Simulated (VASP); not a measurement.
Consider the following.

```
CELL_PARAMETERS angstrom
      1.78079    -3.08442     0.00000
      1.78079     3.08442     0.00000
      0.00000     0.00000     5.58607
ATOMIC_POSITIONS crystal
  Zr 0.00000 0.00000 0.00000
  S  0.33333 0.66667 0.25717
  S  0.66667 0.33333 0.74283
```

Method: LDA (Ceperley-Alder, Perdew-Zunger), VASP's LDA PAW potentials (set 64) (plane waves; VASP). Numerical set-up: 520 eV cut-off, 9×9×5 Γ-centred mesh, Gaussian smearing of 0.050 eV, potentials Zr_sv S.

Problem. The ions and cell shape at fixed volume are relaxed. Predict the relaxed structure.

Solution. 
```
CELL_PARAMETERS angstrom
      1.78751    -3.09606     0.00000
      1.78751     3.09606     0.00000
      0.00000     0.00000     5.54413
ATOMIC_POSITIONS crystal
  Zr 0.00000 0.00000 0.00000
  S  0.33333 0.66667 0.26300
  S  0.66667 0.33333 0.73700
```
Space group P-3m1 (164), at a tolerance of 0.03 Å.

Problem. How much energy does the relaxation gain?

Solution. The energy (σ→0) changes by -4.3 meV/atom, in 6 ionic steps.

The compound is ZrS2 in the 1T layered structure. This cell is one point of a volume scan, at 0.97 of the reference volume. Symmetry was kept, so distortions that lower it aren't found.
